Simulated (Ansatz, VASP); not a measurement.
# PtS2 in two plane-wave programs

Aim: how closely do two programs agree when they are given the same cell, functional and k mesh? The cell is taken from a series of runs on this material, whose earlier steps may have relaxed, scaled, displaced or heated it; both programs get it as it stands.

Method: plane waves, with VASP 6.6.1 beside it; PBE and PBE, spin-orbit coupling, in Ansatz 0.2.0.

## Step 1: The starting structure

The cell holds 6 atoms: 2 Pt and 4 S. Its edges and angles: a = 3.548 Å, b = 3.548 Å, c = 38.400 Å, α = 90.0°, β = 90.0°, γ = 120.0°. Vacuum lies along c.

Structure file:

```cif
data_structure
_symmetry_space_group_name_H-M 'P 1'
_symmetry_Int_Tables_number 1
_cell_length_a 3.5482
_cell_length_b 3.5482
_cell_length_c 38.4000
_cell_angle_alpha 90.000
_cell_angle_beta 90.000
_cell_angle_gamma 120.000
_cell_volume 418.68
loop_
_atom_site_label
_atom_site_type_symbol
_atom_site_fract_x
_atom_site_fract_y
_atom_site_fract_z
_atom_site_occupancy
Pt1 Pt 0.00000 0.00000 0.43327 1
Pt2 Pt 0.33333 0.66667 0.56677 1
S3 S 0.33333 0.66667 0.46517 1
S4 S 0.66667 0.33333 0.40093 1
S5 S 0.00000 0.00000 0.59907 1
S6 S 0.66667 0.33333 0.53471 1
```

## Step 2: VASP: single point, PBE

With cell and atoms fixed, the geometry can't cause a difference; cores, projectors, grids and the points listed under the comparison can.

Lines of VASP's logs that name or quote its potential files are left out, and so is its time.

INCAR

```
SYSTEM = PtS2
PREC = Accurate
ENCUT = 400
EDIFF = 1E-06
NELM = 120
ISMEAR = 0
SIGMA = 0.01
LREAL = .FALSE.
ALGO = Normal
GGA = PE
NBANDS = 28
LASPH = .TRUE.
LORBIT = 11
LWAVE = .FALSE.
LCHARG = .FALSE.
ISIF = 2
LDIPOL = .TRUE.
IDIPOL = 3
DIPOL = 0.5 0.5 0.5
LVHAR = .TRUE.
GGA_COMPAT = .FALSE.
EFERMI = MIDGAP
NELMDL = -8
KPAR = 2
```

POSCAR

```
PtS2
1.0
    3.5482051191      0.0000000000      0.0000000000
   -1.7741025596      3.0728357710      0.0000000000
    0.0000000000      0.0000000000     38.4000000000
Pt S
2 4
Direct
    0.0000000000      0.0000000000      0.4332705896
    0.3333333333      0.6666666667      0.5667712409
    0.3333333333      0.6666666667      0.4651733962
    0.6666666667      0.3333333333      0.4009256785
    0.0000000000      0.0000000000      0.5990743215
    0.6666666667      0.3333333333      0.5347120900
```

KPOINTS

```
Automatic mesh
0
Gamma
9 9 1
0 0 0
```

Potentials, in the order of the species: Pt and S (PBE family, release 64).

Command:

```
mpirun -np 2 vasp_std
```

Numbers of over 12 decimals in the logs are rounded to 6 here.

The program printed:

```text
[banner, memory and clock lines left out]
running    2 mpi-ranks, on    1 nodes
 distrk:  each k-point on    1 cores,    2 groups
 distr:  one band on    1 cores,    1 groups

 POSCAR found type information on POSCAR PtS
 POSCAR found :  2 types and       6 ions
 LDA part: xc-table for (Slater+PW92), standard interpolation
 POSCAR, INCAR and KPOINTS ok, starting setup
 FFT: planning ... GRIDC
 FFT: planning ... GRID_SOFT
 FFT: planning ... GRID
 WAVECAR not read
 entering main loop
       N       E                     dE             d eps       ncg     rms          rms(c)
DAV:   1     0.342693513946E+03    0.34269E+03   -0.13786E+04   688   0.969E+02
DAV:   2     0.890158952754E+01   -0.33379E+03   -0.32389E+03  1040   0.212E+02
DAV:   3    -0.324309903440E+02   -0.41333E+02   -0.40863E+02   824   0.855E+01
DAV:   4    -0.335207035399E+02   -0.10897E+01   -0.10804E+01   884   0.160E+01
DAV:   5    -0.335452949533E+02   -0.24591E-01   -0.24571E-01   888   0.248E+00
DAV:   6    -0.335461860546E+02   -0.89110E-03   -0.89102E-03   888   0.444E-01
DAV:   7    -0.335462222405E+02   -0.36186E-04   -0.36185E-04   908   0.819E-02
DAV:   8    -0.335462243829E+02   -0.21425E-05   -0.21425E-05   824   0.178E-02    0.250E+01
DAV:   9    -0.313177497772E+02    0.22285E+01   -0.15362E+01   720   0.312E+01    0.169E+01
DAV:  10    -0.309571113816E+02    0.36064E+00   -0.41575E+00   704   0.177E+01    0.623E+00
DAV:  11    -0.308485017044E+02    0.10861E+00   -0.31683E-01   732   0.431E+00    0.168E+00
DAV:  12    -0.308282196822E+02    0.20282E-01   -0.94897E-02   760   0.247E+00    0.406E-01
DAV:  13    -0.308291704770E+02   -0.95079E-03   -0.96391E-03   756   0.583E-01    0.419E-01
DAV:  14    -0.308292163746E+02   -0.45898E-04   -0.22042E-04   944   0.837E-02    0.413E-01
DAV:  15    -0.308294435298E+02   -0.22716E-03   -0.58443E-04   848   0.177E-01    0.236E-01
DAV:  16    -0.308297559604E+02   -0.31243E-03   -0.21139E-03   864   0.290E-01    0.375E-01
DAV:  17    -0.308296472435E+02    0.10872E-03   -0.28592E-04   752   0.107E-01    0.280E-01
DAV:  18    -0.308295802601E+02    0.66983E-04   -0.74680E-05   828   0.388E-02    0.216E-01
DAV:  19    -0.308295269957E+02    0.53264E-04   -0.87390E-05   760   0.431E-02    0.105E-01
DAV:  20    -0.308295167049E+02    0.10291E-04   -0.54875E-05   808   0.352E-02    0.214E-02
DAV:  21    -0.308295182399E+02   -0.15350E-05   -0.29055E-06   664   0.910E-03    0.253E-02
DAV:  22    -0.308295194647E+02   -0.12248E-05   -0.21504E-06   472   0.767E-03    0.672E-03
DAV:  23    -0.308295213495E+02   -0.18848E-05   -0.20295E-06   480   0.683E-03    0.720E-03
DAV:  24    -0.308295214926E+02   -0.14305E-06   -0.30610E-07   408   0.310E-03
   1 F= -.30829521E+02 E0= -.30829521E+02  d E =0.000000E+00
```

Parts of OUTCAR (step 2):

```text
ion  position               nearest neighbor table
   1  0.000  0.000  0.433-   3 2.39   3 2.39   3 2.39   4 2.40   4 2.40   4 2.40
   2  0.333  0.667  0.567-   6 2.39   6 2.39   6 2.39   5 2.39   5 2.39   5 2.39
   3  0.333  0.667  0.465-   1 2.39   1 2.39   1 2.39
   4  0.667  0.333  0.401-   1 2.40   1 2.40   1 2.40
   5  0.000  0.000  0.599-   2 2.39   2 2.39   2 2.39
   6  0.667  0.333  0.535-   2 2.39   2 2.39   2 2.39

  LATTYP: Found a hexagonal cell.
 ALAT       =     3.5482051191
 C/A-ratio  =    10.8223732031

 Subroutine GETGRP returns: Found  6 space group operations
 (whereof  6 operations were pure point group operations)

The static configuration has the point symmetry C_3v.

 Found     12 irreducible k-points:

   k-points           NKPTS =     12   k-points in BZ     NKDIM =     12   number of bands    NBANDS=     28

   dimension x,y,z NGX =    24 NGY =   24 NGZ =  250
   dimension x,y,z NGXF=    48 NGYF=   48 NGZF=  500

   ENCUT  =  400.0 eV  29.40 Ry    5.42 a.u.   5.79  5.79 62.62*2*pi/ulx,y,z

   NELECT =      44.0000    total number of electrons

 k-points in reciprocal lattice and weights: Automatic mesh
   0.00000000  0.00000000  0.00000000       0.012
   0.11111111 -0.00000000  0.00000000       0.074
   0.22222222 -0.00000000  0.00000000       0.074
   0.33333333 -0.00000000  0.00000000       0.074
   0.44444444 -0.00000000  0.00000000       0.074
   0.11111111  0.11111111  0.00000000       0.074
   0.22222222  0.11111111  0.00000000       0.148
   0.33333333  0.11111111  0.00000000       0.148
   0.44444444  0.11111111  0.00000000       0.074
   0.22222222  0.22222222  0.00000000       0.074
   0.33333333  0.22222222  0.00000000       0.148
   0.33333333  0.33333333  0.00000000       0.025

 dipolmoment           0.000000      0.000000     -0.007351 electrons x Angstroem

 average (electrostatic) potential at core
       1 -77.2823       2 -77.3882       3 -94.3462       4 -94.2517       5 -94.3779
       6 -94.4548

 E-fermi :  -1.9976

 k-point     1 :       0.0000    0.0000    0.0000
  band No.  band energies     occupation
    ...
     18      -3.5182      2.00000
     19      -3.5182      2.00000
     20      -3.3394      2.00000
     21      -3.3394      2.00000
     22      -2.8886      2.00000
     23      -0.0489      0.00000
     24      -0.0489      0.00000
     25       0.1851      0.00000
     26       0.1851      0.00000
     27       2.3838      0.00000
    ...

 k-point     2 :       0.1111   -0.0000    0.0000
  band No.  band energies     occupation
    ...
     18      -3.4561      2.00000
     19      -3.4164      2.00000
     20      -3.2712      2.00000
     21      -3.2257      2.00000
     22      -2.5529      2.00000
     23      -0.6929      0.00000
     24      -0.4730      0.00000
     25      -0.2584      0.00000
     26       0.0138      0.00000
     27       2.7095      0.00000
    ...

 k-point     3 :       0.2222   -0.0000    0.0000
  band No.  band energies     occupation
    ...
     18      -3.5538      2.00000
     19      -3.5006      2.00000
     20      -3.3548      2.00000
     21      -3.3071      2.00000
     22      -2.8475      2.00000
     23      -1.4424      0.00000
     24      -0.9478      0.00000
     25      -0.5120      0.00000
     26      -0.1983      0.00000
     27       3.1853      0.00000
    ...

  Total        1.7641808      1.7641808      1.1525040     -0.0000000      0.0000000     -0.0000000
  in kB        6.7510977      6.7510977      4.4103569     -0.0000000      0.0000000     -0.0000000
  external PRESSURE =       5.9708507 kB  Pullay stress =       0.0000000 kB

  energy-cutoff  :      400.00
  volume of cell :      418.68
      direct lattice vectors                 reciprocal lattice vectors
     3.548205119  0.000000000  0.000000000     0.281832635  0.162716148  0.000000000
    -1.774102560  3.072835771  0.000000000     0.000000000  0.325432296  0.000000000
     0.000000000  0.000000000 38.400000000     0.000000000  0.000000000  0.026041667

 POSITION                                       TOTAL-FORCE (eV/Angst)
 -----------------------------------------------------------------------------------
      0.00000      0.00000     16.63759         0.000000      0.000000     -0.110022
     -0.00000      2.04856     21.76402         0.000000      0.000000      0.104667
     -0.00000      2.04856     17.86266        -0.000000     -0.000000     -0.084728
      1.77410      1.02428     15.39555        -0.000000      0.000000     -0.055267
      0.00000      0.00000     23.00445         0.000000      0.000000      0.056032
      1.77410      1.02428     20.53294         0.000000     -0.000000      0.089319
 -----------------------------------------------------------------------------------
    total drift:                               -0.000000      0.000000     -0.000254

  FREE ENERGIE OF THE ION-ELECTRON SYSTEM (eV)
  ---------------------------------------------------
  free  energy   TOTEN  =       -30.8295214926 eV

  energy  without entropy=      -30.8295214926  energy(sigma->0) =      -30.82952149

 vacuum level on the upper side and lower side of the slab         3.141         3.263

 total charge
# of ion       s       p       d       tot
------------------------------------------
    1        0.695   0.781   7.972   9.448
    2        0.693   0.778   7.971   9.442
    3        1.363   2.275   0.000   3.637
    4        1.359   2.278   0.000   3.638
    5        1.359   2.277   0.000   3.637
    6        1.364   2.272   0.000   3.637
--------------------------------------------------
tot          6.833  10.662  15.943  33.438

[... 3 further parts left out ...]
```

## Step 3: Ansatz: single point, PBE

Ansatz runs on its PAW soft_1 files.

The same cell, functional and mesh now go to Ansatz, which takes its cutoff from its data sets.

input.yaml

```yaml
crystal:
  lattice:
    - [3.5482051191, 0.0, 0.0]
    - [-1.7741025596, 3.072835771, 0.0]
    - [0.0, 0.0, 38.4]
  atoms:
    - { symbol: Pt, position: [0.0, 0.0, 0.4332705896] }
    - { symbol: S, position: [0.3333333333, 0.6666666667, 0.4651733962] }
    - { symbol: S, position: [0.6666666667, 0.3333333333, 0.4009256785] }
    - { symbol: Pt, position: [0.3333333333, 0.6666666667, 0.5667712409] }
    - { symbol: S, position: [0.0, 0.0, 0.5990743215] }
    - { symbol: S, position: [0.6666666667, 0.3333333333, 0.53471209] }
  periodic: [true, true, false]
kpoints:
  mp_grid: { grid: [9, 9, 1] }
hamiltonian:
  xc: pbe
  pseudopotentials: { kind: paw, azcp: { folder: soft_1 } }
scf:
  occupations: { method: fixed }
  n_extra_bands: 6
output:
  eigenvalues: true
  forces: true
  stress: true
  band_densities: [{ e_range: [-0.08, 0] }, { e_range: [0.99, 1.12] }]
  volumetric_format: npy
```

Command:

```
ansatz run input.yaml --threads 4 --pin off --max-ram 17510MiB --backend cpu --events-out ev --progress --plain --runs-dir out
```

The program printed:

```text
scf.n_extra_bands = 6 over 30 filled bands (N_el = 60.0): the run solves 36 bands
Engine: ansatz 0.2.0, aarch64-unknown-linux-gnu
Pseudopotentials: kind: paw
Pseudopotential: Pt, paw, valence charge 18, recommended cutoff 420 eV (normal), soft_1/Pt.paw.azcp
Pseudopotential: S, paw, valence charge 6, recommended cutoff 420 eV (normal), soft_1/S.paw.azcp
Functional definition: PBE
  parameter kappa = 0.804
  parameter beta = 0.066725
  exchange = pbe_x(kappa = kappa, mu = beta*pi^2/3)
  correlation = pbe_c(beta = beta)
Crystal: 6 atoms, lattice volume = 418.677 Å³
Basis set: ecut = 420 eV, 8067 PW (Γ), exchange–correlation on 48×48×540 points (8 copies of the dense FFT grid, shifted against one another)
Bands: 36, of which v1, the nominal top of the filled ones, is band 30 counted from 1 (29 counted from 0)
Symmetry: 6 space group operations
Space group: P3m1 (ITA 156), of the structure as read, at distance tolerance 7.5e-5 Å
k-points: 12 of 81 (time reversal used)
Non-local potential: Pt, projectors of the file, l = 0: 3, l = 1: 2, l = 2: 2, l = 3: 1
Non-local potential: S, projectors of the file, l = 0: 2, l = 1: 2, l = 2: 1
PAW form: soft (Blöchl's): semilocal exchange-correlation on the pseudo side does not see the compensation charge
PAW one-centre angular grid: Pt, 590 points (default); XC on 64 Gauss nodes
PAW one-centre angular grid: S, 110 points (default); XC on 64 Gauss nodes
Initial density: superposition of atomic densities (neutral atoms: chi_scale 0, normalization atom)
Initial wavefunctions: pseudopotential atomic-orbital guess
Functional: x = pbe(κ = 0.804, μ = 0.219515), c = pbe(β = 0.066725)
SCF iter   1: F=—  HF=-28662.431912 eV  |F-HF|=—  |Δ(HF+E_count)|=         —  Δρ=5.22e-2  dr2=1.39e1  ethr=3.10e-3  ⟨swp⟩=7.5  Hψ=2435  notcnv=0  defer=40
preconditioner: auto → Resta (q_TF=auto, 1.974 Å⁻¹)  ε∞=3.0  [insulator: Δε(μ)=1.471 eV  Ē_g=8.575 eV  n_scr=24 (ndim 8)  ℏωp=12.0 eV  f_vac=0.709  ε∞_Penn≈3.0  vacuum switching on, ρ_ref=5.3e-3 e/Å³]
SCF iter   2: F=—  HF=-28660.741808 eV  |F-HF|=—  |Δ(HF+E_count)|=    1.69e0  Δρ=2.65e-2  dr2=4.95e0  ethr=3.10e-3  ⟨swp⟩=4.5  Hψ=1386  notcnv=0  defer=38
SCF iter   3: F=—  HF=-28659.799250 eV  |F-HF|=—  |Δ(HF+E_count)|=   9.43e-1  Δρ=1.10e-2  dr2=1.86e-1  ethr=3.10e-3  ⟨swp⟩=4.2  Hψ=1068  notcnv=0  defer=43
SCF iter   4: F=—  HF=-28659.880290 eV  |F-HF|=—  |Δ(HF+E_count)|=   8.10e-2  Δρ=5.16e-3  dr2=9.58e-1  ethr=3.09e-4  ⟨swp⟩=4.2  Hψ=1093  notcnv=0  defer=48
SCF iter   5: F=—  HF=-28659.804600 eV  |F-HF|=—  |Δ(HF+E_count)|=   7.57e-2  Δρ=2.00e-3  dr2=2.37e-2  ethr=3.09e-4  ⟨swp⟩=3.3  Hψ=697  notcnv=0  defer=48
SCF iter   6: F=—  HF=-28659.803051 eV  |F-HF|=—  |Δ(HF+E_count)|=   1.55e-3  Δρ=7.65e-4  dr2=1.72e-2  ethr=3.95e-5  ⟨swp⟩=4.4  Hψ=1059  notcnv=0  defer=48
SCF iter   7: F=—  HF=-28659.801896 eV  |F-HF|=—  |Δ(HF+E_count)|=   1.16e-3  Δρ=4.22e-4  dr2=1.75e-3  ethr=2.87e-5  ⟨swp⟩=3.5  Hψ=617  notcnv=0  defer=48
SCF iter   8: F=—  HF=-28659.801768 eV  |F-HF|=—  |Δ(HF+E_count)|=   1.27e-4  Δρ=1.76e-4  dr2=2.06e-4  ethr=2.91e-6  ⟨swp⟩=3.1  Hψ=830  notcnv=0  defer=48
SCF iter   9: F=—  HF=-28659.801750 eV  |F-HF|=—  |Δ(HF+E_count)|=   1.82e-5  Δρ=5.07e-5  dr2=1.47e-5  ethr=3.44e-7  ⟨swp⟩=3.2  Hψ=850  notcnv=0  defer=48
SCF iter  10: F=—  HF=-28659.801769 eV  |F-HF|=—  |Δ(HF+E_count)|=   1.86e-5  Δρ=1.72e-5  dr2=1.73e-6  ethr=2.45e-8  ⟨swp⟩=3.5  Hψ=1022  notcnv=0  defer=48
SCF iter  11: F=—  HF=-28659.801770 eV  |F-HF|=—  |Δ(HF+E_count)|=   1.69e-6  Δρ=5.17e-6  dr2=1.72e-7  ethr=2.88e-9  ⟨swp⟩=2.6  Hψ=737  notcnv=0  defer=48
SCF iter  12: F=-28659.801771 eV  HF=-28659.801771 eV  |F-HF|=1.09e-8  |Δ(HF+E_count)|=   2.23e-7  Δρ=1.03e-6  dr2=7.42e-9  ethr=1.67e-10  ⟨swp⟩=27.7  Hψ=3825  notcnv=0
SCF 1 converged in 12 iterations: F = -28659.801771 eV  dr2 = 7.42e-9
  greatest PAW one-centre occupation: 1.000 electrons in one spin orbital (limit 2), on the Pt atom at site 0 (counted from 0), in its partial waves of l = 0
SCF converged after 12 iterations
Free energy (F): -28659.801771 eV
Harris-Foulkes:  -28659.801771 eV  (|F-HF|=1.09e-8)
Internal energy: -28659.801771 eV  (E = F + TS)
E sigma→0 (E₀):  -28659.801771 eV
Fermi energy:    -5.764239 eV
--- Per-component energies (eV) ---
  E_band       = -1617.536739
  E_kinetic    = 1611.618219
  E_local      = -199008.920308  (includes V_loc(G=0)·N_el)
  E_nonlocal   = 543.834748
  E_hartree    = 98390.442199
  E_xc         = -819.077531
  E_vxc        = -872.074170  (∫ρ·V_xc dr)
  E_paw        = -21400.839889  (= ΣΔE_a)
  E_vpaw       = -672.878796  (= ΣTr[D̂ρ^β])
  E_aug_tail   = 0.002225  (compensation charges beyond the density's cutoff)
  E_ewald      = 92023.138567
  E_smearing   = -0.000000  (= −TS)
  E_closure    = 0.000000  (closes the sum)
  Σ components = -28659.801771   (vs F -28659.801771, Δ=0.00e0)
--- Forces (eV/Å), atoms counted from 1 ---
  atom   1  Pt    -0.00000000     0.00000000    -0.10613202
  atom   2  S     -0.00000000     0.00000000    -0.04614288
  atom   3  S      0.00000000    -0.00000000    -0.09491442
  atom   4  Pt    -0.00000000    -0.00000000     0.10217278
  atom   5  S      0.00000000     0.00000000     0.09494762
  atom   6  S      0.00000000    -0.00000000     0.05008159
  max |Σ_I F_I| component: 1.27e-5 eV/Å
--- 2D stress c σ (N/m, compression-positive) ---
        3.119059       0.000000       0.000000
        0.000000       3.119059       0.000000
        0.000000       0.000000       0.000000
  P = ½ c Tr σ = 3.1191 N/m
--- Band table (eV; the first three rows and the last of 12) ---
  k-point 0: bands = [... 26 lower, -6.7395, -6.5611, -6.5611, -6.1012, -3.2631, -3.2631, -3.0292, -3.0292, ... 2 higher]
  k-point 1: bands = [... 26 lower, -6.6340, -6.4927, -6.4439, -5.7642, -3.9095, -3.6883, -3.4729, -3.2008, ... 2 higher]
  k-point 2: bands = [... 26 lower, -6.7136, -6.5763, -6.5222, -6.0599, -4.6614, -4.1686, -3.7264, -3.4131, ... 2 higher]
  k-point 11: bands = [... 26 lower, -7.2641, -7.1297, -6.9670, -6.9540, -4.4815, -4.2766, -4.1610, -3.7939, ... 2 higher]
--- Band densities, each state counted as filled ---
  window                                       electrons  max residual (eV)  cut levels
  e_range: [-0.08, 0]                           0.296296             1.9e-6           0
  e_range: [0.99, 1.12]                         0.148148             2.6e-4           0
```

## Step 4: Differences

Known differences besides the potentials themselves: fixed occupations in Ansatz, narrow Gaussian smearing in VASP; Ansatz cuts the interaction across the vacuum, VASP repeats the sheet with a dipole correction (LDIPOL); the data sets hold 60 valence electrons in Ansatz (on its PAW soft_1 files) and 44 in VASP; the cutoff is 420 eV in Ansatz and 400 eV in VASP. Total energies have different zeros and are not compared.

Both answers:

```csv
quantity,Ansatz,VASP,difference
gap on the k mesh (eV),1.103,1.111,-0.008
```

Forces (eV/Å; atoms numbered as in POSCAR):

```csv
atom,"Ansatz x, y, z","VASP x, y, z"
Pt1,"0.000, 0.000, -0.106","0.000, 0.000, -0.110"
Pt2,"0.000, 0.000, 0.102","0.000, 0.000, 0.105"
S3,"0.000, 0.000, -0.046","0.000, 0.000, -0.085"
S4,"0.000, 0.000, -0.095","0.000, 0.000, -0.055"
S5,"0.000, 0.000, 0.095","0.000, 0.000, 0.056"
S6,"0.000, 0.000, 0.050","0.000, 0.000, 0.089"
```

The forces differ by 18 meV/Å r.m.s., which is 37.2 % of the r.m.s. force of 0.050 eV/Å (both taken over all components). A gap on the mesh is an upper bound, since the band edges may lie between its points; neither run holds spin-orbit coupling, which can move the band edges of a compound of Pt. Where the cell holds vacuum, a pressure given here is an average over it and none of the material.

## Step 5: Further runs

Further runs change the set-up of one program: Ansatz's method, potentials or start, or VASP's data sets, cutoff or form of LDA. The table gives Ansatz less VASP for each quantity, since a change that brings one quantity closer may part another.

```
                                                          run  r.m.s. force difference (meV/Å)  gap on the k mesh (eV)
                                                     as above                               18                 -0.0076
VASP with the data sets Pt_sv_GW and S and a cutoff of 430 eV                              6.0                 -0.0093
```

(Continued in part 2 of 2.)

[Lines on the potential files, build, host, timing and source positions are cut from VASP's logs without a mark.]

[Logs are printed without paths, hosts, clocks, repeated set-up lines and the standing remarks that a program may print on its own settings, such as how far it seeks lower states.]

[Hosts, paths, dates, database ids (printed as entryN), source tags and the programs' standing remarks are cut or masked in the printed files.]
